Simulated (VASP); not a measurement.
OSZICAR of a VASP run on LaCoSi₃ (space group I4mm):

OSZICAR:
```
       N       E                     dE             d eps       ncg     rms          rms(c)
DAV:   1     0.189940619387E+03    0.18994E+03   -0.84238E+03  2360   0.131E+03
DAV:   2     0.500328938716E+01   -0.18494E+03   -0.17823E+03  2896   0.292E+02
DAV:   3    -0.346496240311E+02   -0.39653E+02   -0.37840E+02  3624   0.120E+02
DAV:   4    -0.368820024463E+02   -0.22324E+01   -0.21318E+01  4284   0.334E+01
DAV:   5    -0.370555819197E+02   -0.17358E+00   -0.16023E+00  3744   0.801E+00    0.201E+01
DAV:   6    -0.533754631972E+02   -0.16320E+02   -0.23187E+02  3280   0.193E+02    0.537E+01
DAV:   7    -0.365614207456E+02    0.16814E+02   -0.68899E+01  3040   0.126E+02    0.143E+01
DAV:   8    -0.341736126589E+02    0.23878E+01   -0.17487E+01  4512   0.517E+01    0.451E+00
DAV:   9    -0.341998137003E+02   -0.26201E-01   -0.20691E+00  3872   0.974E+00    0.191E+00
DAV:  10    -0.341846751270E+02    0.15139E-01   -0.24593E-01  4360   0.651E+00    0.138E+00
DAV:  11    -0.341828100996E+02    0.18650E-02   -0.15294E-02  3416   0.134E+00    0.776E-01
DAV:  12    -0.341823343538E+02    0.47575E-03   -0.29606E-03  4092   0.429E-01    0.369E-01
DAV:  13    -0.341819573389E+02    0.37701E-03   -0.11827E-03  4248   0.424E-01    0.177E-01
DAV:  14    -0.341819512739E+02    0.60650E-05   -0.12952E-04  3712   0.867E-02    0.117E-01
DAV:  15    -0.341819315074E+02    0.19767E-04   -0.50691E-05  4368   0.873E-02    0.471E-02
DAV:  16    -0.341819302498E+02    0.12576E-05   -0.12203E-05  3756   0.353E-02    0.950E-03
DAV:  17    -0.341819303957E+02   -0.14595E-06   -0.63007E-07  1864   0.974E-03
   1 F= -.34181930E+02 E0= -.34150026E+02  d E =-.341819E+02
       N       E                     dE             d eps       ncg     rms          rms(c)
DAV:   1    -0.344601554476E+02   -0.27823E+00   -0.47700E+00  2884   0.286E+01    0.474E+00
DAV:   2    -0.364515704263E+02   -0.19914E+01   -0.16107E+01  3784   0.583E+01    0.154E+01
DAV:   3    -0.341630255365E+02    0.22885E+01   -0.10850E+01  3760   0.385E+01    0.186E+00
DAV:   4    -0.341895380657E+02   -0.26513E-01   -0.78588E-01  4184   0.100E+01    0.360E-01
DAV:   5    -0.341858476590E+02    0.36904E-02   -0.34104E-02  4156   0.199E+00    0.434E-01
DAV:   6    -0.341830924304E+02    0.27552E-02   -0.15409E-02  4112   0.958E-01    0.215E-01
DAV:   7    -0.341827350579E+02    0.35737E-03   -0.16475E-03  3852   0.364E-01    0.136E-01
DAV:   8    -0.341826321788E+02    0.10288E-03   -0.28550E-04  4544   0.164E-01    0.664E-02
DAV:   9    -0.341826150646E+02    0.17114E-04   -0.12912E-04  4140   0.131E-01    0.119E-02
DAV:  10    -0.341826161780E+02   -0.11134E-05   -0.21056E-05  4240   0.323E-02    0.722E-03
DAV:  11    -0.341826167705E+02   -0.59250E-06   -0.19879E-06  2480   0.145E-02
   2 F= -.34182617E+02 E0= -.34150278E+02  d E =-.686375E-03
       N       E                     dE             d eps       ncg     rms          rms(c)
DAV:   1    -0.342615970880E+02   -0.78981E-01   -0.11498E+00  2856   0.141E+01    0.256E+00
DAV:   2    -0.347906650786E+02   -0.52907E+00   -0.38589E+00  3376   0.300E+01    0.691E+00
DAV:   3    -0.341736942968E+02    0.61697E+00   -0.23090E+00  3136   0.262E+01    0.450E-01
DAV:   4    -0.341984601107E+02   -0.24766E-01   -0.31553E-01  3896   0.399E+00    0.909E-01
DAV:   5    -0.341905441697E+02    0.79159E-02   -0.30335E-02  3888   0.227E+00    0.159E-01
DAV:   6    -0.341906104474E+02   -0.66278E-04   -0.23220E-03  3728   0.340E-01    0.748E-02
DAV:   7    -0.341906056224E+02    0.48251E-05   -0.25028E-04  4432   0.153E-01    0.332E-02
DAV:   8    -0.341906164372E+02   -0.10815E-04   -0.72059E-05  4024   0.104E-01    0.203E-02
DAV:   9    -0.341906188514E+02   -0.24141E-05   -0.19752E-05  4160   0.550E-02    0.444E-03
DAV:  10    -0.341906198379E+02   -0.98650E-06   -0.25379E-06  2708   0.120E-02
   3 F= -.34190620E+02 E0= -.34158495E+02  d E =-.868944E-02
       N       E                     dE             d eps       ncg     rms          rms(c)
DAV:   1    -0.341906442607E+02   -0.25409E-04   -0.47471E-04  2884   0.284E-01    0.506E-02
DAV:   2    -0.341908625042E+02   -0.21824E-03   -0.15987E-03  3568   0.604E-01    0.149E-01
DAV:   3    -0.341906123354E+02    0.25017E-03   -0.10468E-03  3416   0.488E-01    0.964E-03
DAV:   4    -0.341906170785E+02   -0.47431E-05   -0.76666E-05  3768   0.626E-02    0.125E-02
DAV:   5    -0.341906151862E+02    0.18923E-05   -0.49212E-06  2848   0.319E-02    0.409E-03
DAV:   6    -0.341906147758E+02    0.41036E-06   -0.98748E-07  1888   0.136E-02
   4 F= -.34190615E+02 E0= -.34158484E+02  d E =-.868438E-02
       N       E                     dE             d eps       ncg     rms          rms(c)
DAV:   1    -0.341907656647E+02   -0.15048E-03   -0.97708E-03  3008   0.978E-01    0.418E-02
DAV:   2    -0.341907934173E+02   -0.27753E-04   -0.68082E-04  3824   0.277E-01    0.412E-02
DAV:   3    -0.341907921602E+02    0.12571E-05   -0.21442E-04  3860   0.209E-01    0.375E-02
DAV:   4    -0.341907704662E+02    0.21694E-04   -0.78418E-05  3872   0.126E-01    0.534E-03
DAV:   5    -0.341907708790E+02   -0.41282E-06   -0.66827E-06  2924   0.205E-02
   5 F= -.34190771E+02 E0= -.34158647E+02  d E =-.156103E-03
       N       E                     dE             d eps       ncg     rms          rms(c)
DAV:   1    -0.341907797841E+02   -0.93179E-05   -0.11126E-03  3008   0.328E-01    0.147E-02
DAV:   2    -0.341907835348E+02   -0.37507E-05   -0.81988E-05  3800   0.100E-01    0.157E-02
DAV:   3    -0.341907827540E+02    0.78083E-06   -0.24884E-05  3376   0.718E-02    0.116E-02
DAV:   4    -0.341907806051E+02    0.21489E-05   -0.74756E-06  3192   0.395E-02    0.208E-03
DAV:   5    -0.341907807024E+02   -0.97327E-07   -0.83230E-07  1472   0.989E-03
   6 F= -.34190781E+02 E0= -.34158661E+02  d E =-.165927E-03
       N       E                     dE             d eps       ncg     rms          rms(c)
DAV:   1    -0.341909806861E+02   -0.20008E-03   -0.46860E-03  3328   0.817E-01    0.138E-01
DAV:   2    -0.341926059716E+02   -0.16253E-02   -0.12044E-02  3648   0.164E+00    0.403E-01
DAV:   3    -0.341907596510E+02    0.18463E-02   -0.76867E-03  3392   0.132E+00    0.248E-02
DAV:   4    -0.341907981131E+02   -0.38462E-04   -0.56143E-04  3752   0.165E-01    0.367E-02
DAV:   5    -0.341907841112E+02    0.14002E-04   -0.38998E-05  3824   0.871E-02    0.124E-02
DAV:   6    -0.341907835394E+02    0.57179E-06   -0.86996E-06  3576   0.286E-02
   7 F= -.34190784E+02 E0= -.34158671E+02  d E =-.283699E-05
```

### Question
Which electronic solver shows in the log?

### Answer
It is blocked Davidson (ALGO = Normal, or the opening steps of other solvers). The INCAR had ALGO = Normal.

### Question
How was spin treated?

### Answer
Without spin polarisation: there is no mag entry.

### Question
Can the final energy be trusted as converged?

### Answer
The calculation finished and met its thresholds. It stopped with EDIFF = 1E-6, NELM = 100, NSW = 50 and EDIFFG = -0.01 after 7 ionic steps (PBEsol GGA, plane waves, VASP's PBE PAW potentials (set 64)). At this cut-off the stress carries a Pulay error, which pulls relaxed volumes low.

The structure comes from a computed database's LaCoSi3 entry (I4mm); how it stands against other phases isn't given here. This run relaxes it. Symmetry was kept, so distortions that lower it aren't found. The run is one of a series of settings (EDIFFG = -0.01, IBRION = 2, ISIF = 3, NSW = 50 against the base run), some of them coarse on purpose. The run is not spin-polarised, so no magnetic state was tried.
